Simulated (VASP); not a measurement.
The input files of a VASP run:

**KPOINTS**
```
Automatic mesh
0
Gamma
8 8 8
0 0 0
```

**POSCAR**
```
CuGaSe2
1
   -2.7260593250     2.7260593250     5.4010631778
    2.7260593250    -2.7260593250     5.4010631778
    2.7260593250     2.7260593250    -5.4010631778
Ga Cu Se
2 2 4
Direct
  0.5000000000   0.5000000000   0.0000000000
  0.2500000000   0.7500000000   0.5000000000
  0.0000000000   1.0000000000   1.0000000000
  0.7500000000   0.2500000000   0.5000000000
  0.8750000000   0.8827171548   0.5077171548
  0.1172828452   0.6250000000   0.9922828452
  0.3750000000   0.3672828452   0.4922828452
  0.6327171548   0.1250000000   0.0077171548
```

INCAR:
```
SYSTEM  =  CuGaSe2
PREC  =  Accurate; ENCUT  =  500; LREAL  =  .FALSE.
LASPH  =  .TRUE.
EDIFF  =  1E-6; NELM  =  100; ALGO  =  Normal
LMAXMIX  =  4
ISMEAR  =  1; SIGMA  =  0.1
GGA  =  PE
IBRION  =  2; NSW  =  40; ISIF  =  3
EDIFFG  =  -0.02; PSTRESS  =  100
LWAVE  =  .FALSE.; LCHARG  =  .FALSE.
```

POTCAR, in this order: Ga_d Cu Se (PBE.64 set). Program: vasp_std.

Write an equivalent input for Quantum ESPRESSO's pw.x.

One equivalent input (not run):
```
&CONTROL
  calculation = 'vc-relax'
  pseudo_dir = './pseudo'
  outdir = './out'
  tprnfor = .true.
  tstress = .true.
  nstep = 40
  forc_conv_thr = 0.00078
/
&SYSTEM
  ibrav = 0
  nat = 8
  ntyp = 3
  ecutwfc = 92
  occupations = 'smearing'
  smearing = 'methfessel-paxton'
  degauss = 0.00735
  input_dft = 'pbe'
/
&ELECTRONS
  conv_thr = 7.3e-08
  electron_maxstep = 100
/
&IONS
/
&CELL
  press = 100
/
ATOMIC_SPECIES
  Ga 69.723 Ga.upf
  Cu 63.546 Cu.upf
  Se 78.971 Se.upf
CELL_PARAMETERS angstrom
    -2.7260593    2.7260593    5.4010632
     2.7260593   -2.7260593    5.4010632
     2.7260593    2.7260593   -5.4010632
ATOMIC_POSITIONS crystal
  Ga   0.5000000  0.5000000  0.0000000
  Ga   0.2500000  0.7500000  0.5000000
  Cu   0.0000000  1.0000000  1.0000000
  Cu   0.7500000  0.2500000  0.5000000
  Se   0.8750000  0.8827172  0.5077172
  Se   0.1172828  0.6250000  0.9922828
  Se   0.3750000  0.3672828  0.4922828
  Se   0.6327172  0.1250000  0.0077172
K_POINTS automatic
  8 8 8 0 0 0
```
Limits of the translation: the potentials are each code's own (VASP's PAW set, PseudoDojo norm-conserving files in pw.x), so ENCUT and ecutwfc are chosen apart and not converted; conv_thr bounds pw.x's estimated SCF error, while EDIFF bounds the energy change between steps; forc_conv_thr acts on force components and is met together with etot_conv_thr.

The compound is CuGaSe2 in the chalcopyrite structure. It was relaxed first under an external pressure of 10 GPa.
